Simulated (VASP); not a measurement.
Input:

```
La
1.0
    1.79204    -3.10391     0.00000
    1.79204     3.10391     0.00000
    0.00000     0.00000    11.52481
La
4
Direct
  0.00000   0.00000   0.50000
  0.00000   0.00000   0.00000
  0.33333   0.66667   0.25000
  0.66667   0.33333   0.75000
```

Calculation: LDA (Ceperley-Alder, Perdew-Zunger), VASP's LDA PAW potentials (set 64) (plane waves; VASP). Settings: 520 eV cut-off, 11×11×3 Γ-centred mesh, tetrahedra with Blöchl corrections, potentials La.

Problem. Predict the energy per atom (σ→0), band gap (on the k-mesh) with the smallest direct gap where there is one.

Solution. 
```json
{
 "band gap (on the k-mesh)": "none (metal, semimetal or under 0.01 eV)",
 "energy per atom (σ→0)": "-538.4 kJ/mol of atoms"
}
```

Total energies compare only between runs with the same potentials, cut-off and functional.

The compound is La in the dhcp structure. It was relaxed first, which changed the volume by -14 %.
